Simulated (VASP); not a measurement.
An input for Ansatz (written as the equivalent of a VASP run, and not itself run):

Ansatz 0.2 input:
```yaml
crystal:
  lattice:
    - [5.0628910, 0.0000000, 0.0000000]
    - [0.0000000, 5.0628910, 0.0000000]
    - [0.0000000, 0.0000000, 3.4553620]
  atoms:
    - { symbol: Pb, position: [0.0000000, 0.0000000, 0.0000000] }
    - { symbol: Pb, position: [0.5000000, 0.5000000, 0.5000000] }
    - { symbol: O, position: [0.3074300, 0.3074300, 0.0000000] }
    - { symbol: O, position: [0.6925700, 0.6925700, 0.0000000] }
    - { symbol: O, position: [0.1925700, 0.8074300, 0.5000000] }
    - { symbol: O, position: [0.8074300, 0.1925700, 0.5000000] }
kpoints:
  mp_grid: { grid: [1, 1, 1] }
hamiltonian:
  xc: pbe
  pseudopotentials: { kind: paw }
scf:
  occupations: { method: gaussian, width: 0.2 }
  max_iter: 100
output: { forces: true, stress: true, eigenvalues: true }
```

Write the VASP files for the same calculation (PBE).

This is not unique; one that fits is 
### INCAR
```
# general
SYSTEM =PbO2
PREC   =Accurate
ENCUT  =400
LREAL  =.FALSE.
LASPH  =.TRUE.

# electronic loop
EDIFF  =1E-6
NELM   =100
ALGO   =Normal
LMAXMIX=4

# smearing
ISMEAR =0
SIGMA  =0.2

# functional
GGA    =PE

# ions
ISIF   =2

# output
LWAVE  =.FALSE.
LCHARG =.FALSE.
```

File KPOINTS:
```
Regular mesh
0
G
1 1 1
0 0 0
```

### POSCAR
```
PbO2
1
    5.0628910000     0.0000000000     0.0000000000
    0.0000000000     5.0628910000     0.0000000000
    0.0000000000     0.0000000000     3.4553620000
Pb O
2 4
Direct
  0.0000000000   0.0000000000   0.0000000000
  0.5000000000   0.5000000000   0.5000000000
  0.3074300000   0.3074300000   0.0000000000
  0.6925700000   0.6925700000   0.0000000000
  0.1925700000   0.8074300000   0.5000000000
  0.8074300000   0.1925700000   0.5000000000
```

POTCAR, in this order: Pb_d O (PBE.64 set). Program: vasp_std.

What does not carry over: each code has its own PAW files, so the cut-off isn't converted (ENCUT is set for VASP's; basis.ecutwfc is left out, and Ansatz then takes the one that its files recommend); Ansatz stops its SCF on the density residual and VASP on the energy change (EDIFF).

The structure comes from a computed database's PbO2 entry; how it stands against other phases isn't given here. The cell was not relaxed at this level. The k-mesh is coarse (spacing up to 1.82 per Å, 2π included), so the numbers may not be converged in it. The run is one of a series of settings (KPOINTS 1×1×1 Γ-centred mesh against the base run), some of them coarse on purpose.
